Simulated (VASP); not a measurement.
```
GeSb4Te7
1.0
    4.25848     0.00000     0.00000
   -2.12924     3.68795     0.00000
    0.00000     0.00000    23.29212
Ge Sb Te
1 4 7
Direct
  0.00000   0.00000   0.50000
  0.66667   0.33333   0.91580
  0.33333   0.66667   0.08420
  0.33333   0.66667   0.34454
  0.66667   0.33333   0.65546
  0.33333   0.66667   0.84186
  0.66667   0.33333   0.15814
  0.00000   0.00000   0.72898
  0.00000   0.00000   0.27102
  0.66667   0.33333   0.42908
  0.33333   0.66667   0.57092
  0.00000   0.00000   0.00000
```

Method: PBEsol GGA, VASP's PBE PAW potentials (set 64) (plane waves; VASP). Numerical set-up: 400 eV cut-off, 7×7×2 Γ-centred mesh, tetrahedra with Blöchl corrections, potentials Ge_d Sb Te.

The cores are frozen, which limits the accuracy of field gradients. Without a dispersion term in the relaxation, distances and binding between the weakly bound layers, chains or molecules are unreliable, and so is what depends on them.

**Question.** Give the principal components of the electric field gradient (V/Å²) and the asymmetry η at each nucleus.

**Answer.** 
```csv
atom,Vxx,Vyy,Vzz,η
Ge1,0.1,0.1,-0.3,-
Sb2,-2.5,-2.5,5.0,0.00
Sb3,-2.5,-2.5,5.0,0.00
Sb4,-0.4,-0.4,0.8,0.00
Sb5,-0.4,-0.4,0.8,0.00
Te6,-6.1,-6.1,12.3,0.00
Te7,-6.1,-6.1,12.3,0.00
Te8,-0.3,-0.3,0.7,0.00
Te9,-0.3,-0.3,0.7,0.00
Te10,-19.4,-19.4,38.9,0.00
Te11,-19.4,-19.4,38.9,0.00
Te12,-50.5,-50.5,100.9,0.00
```

The structure comes from a computed database's GeSb4Te7 entry (P-3m1); how it stands against other phases isn't given here. It was relaxed first, which changed the volume by -7 %.
